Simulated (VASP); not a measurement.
The input files of a VASP run:

File KPOINTS:
```
Automatic mesh
0
Gamma
 7 7 13
```

**POSCAR**
```
NbZr3C4
1
   -0.0038930323     4.6121533261     4.6070418186
    4.6121533261    -0.0038930323     4.6070418186
    2.3041301469     2.3041301469     0.0000000000
Zr C Nb
3 4 1
Direct
  0.0000000000   0.0000000000   0.0000000000
  0.0000000000   0.5000000000   0.0000000000
  0.5000000000   0.0000000000   0.0000000000
  0.2545203351   0.2545203351   0.4909593298
  0.2584745536   0.7415254464   0.5000000000
  0.7415254464   0.2584745536   0.5000000000
  0.7454796649   0.7454796649   0.5090406702
  0.5000000000   0.5000000000   0.0000000000
```

INCAR:
```
ALGO  =  Normal
EDIFF  =  1E-7
ENCUT  =  520
GGA  =  PS
ISIF  =  2
ISMEAR  =  -5
LASPH  =  .TRUE.
LCHARG  =  .TRUE.
LEFG  =  .TRUE.
LMAXMIX  =  4
LORBIT  =  11
LREAL  =  .FALSE.
LWAVE  =  .FALSE.
NEDOS  =  601
NELM  =  100
PREC  =  Accurate
SYSTEM  =  NbZr3C4
```

POTCAR, in this order: Zr_sv C Nb_sv (PBE.64 set). Program: vasp_std.

Write an equivalent input for Quantum ESPRESSO's pw.x.

One equivalent input (not run):
```
&CONTROL
  calculation = 'scf'
  pseudo_dir = './pseudo'
  outdir = './out'
  tprnfor = .true.
  tstress = .true.
/
&SYSTEM
  ibrav = 0
  nat = 8
  ntyp = 3
  ecutwfc = 82
  occupations = 'tetrahedra'
  input_dft = 'pbesol'
/
&ELECTRONS
  conv_thr = 7.3e-09
  electron_maxstep = 100
/
ATOMIC_SPECIES
  Zr 91.224 Zr.upf
  C 12.011 C.upf
  Nb 92.906 Nb.upf
CELL_PARAMETERS angstrom
    -0.0038930    4.6121533    4.6070418
     4.6121533   -0.0038930    4.6070418
     2.3041301    2.3041301    0.0000000
ATOMIC_POSITIONS crystal
  Zr   0.0000000  0.0000000  0.0000000
  Zr   0.0000000  0.5000000  0.0000000
  Zr   0.5000000  0.0000000  0.0000000
  C    0.2545203  0.2545203  0.4909593
  C    0.2584746  0.7415254  0.5000000
  C    0.7415254  0.2584746  0.5000000
  C    0.7454797  0.7454797  0.5090407
  Nb   0.5000000  0.5000000  0.0000000
K_POINTS automatic
  7 7 13 0 0 0
```
The two are equivalent in intent, not identical: the potentials are each code's own (VASP's PAW set, PseudoDojo norm-conserving files in pw.x), so ENCUT and ecutwfc are chosen apart and not converted; conv_thr bounds pw.x's estimated SCF error, while EDIFF bounds the energy change between steps; the field gradients of LEFG aren't asked of the other code.

The structure was generated: NbZr3C4 was put into an ordered model structure (Cmmm), which need not be its known phase. It was relaxed first.
